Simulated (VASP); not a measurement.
Crystal: GaSb.

```
Ga Sb
1.0
     0.00000    3.05740    3.05740
     3.05740    0.00000    3.05740
     3.05740    3.05740    0.00000
Ga Sb
1 1
Direct
  0.00000 0.00000 0.00000
  0.25000 0.25000 0.25000
```

The cell was built by a generator and needn't be a form met in nature.

Program: VASP 6.6.1. Alike in all runs: task band structure; potentials or basis VASP PAW PBE potentials, release 64 (Ga_d, Sb); cell as given; cutoff (eV) 520; smearing gaussian 0.03 eV. Hardware: 1 thread of Intel(R) Xeon(R) 6975P-C (Granite Rapids), on a shared host.

Task: Order these runs on this cell by their wall time, lowest first.
A. level TB-mBJ; spin SOC, no magnetisation; k mesh 6 × 6 × 6
B. level TB-mBJ; spin off; k mesh 10 × 10 × 10
C. level PBEsol; spin off; k mesh 10 × 10 × 10

Result: C (35 s), B (82 s), A (310 s).
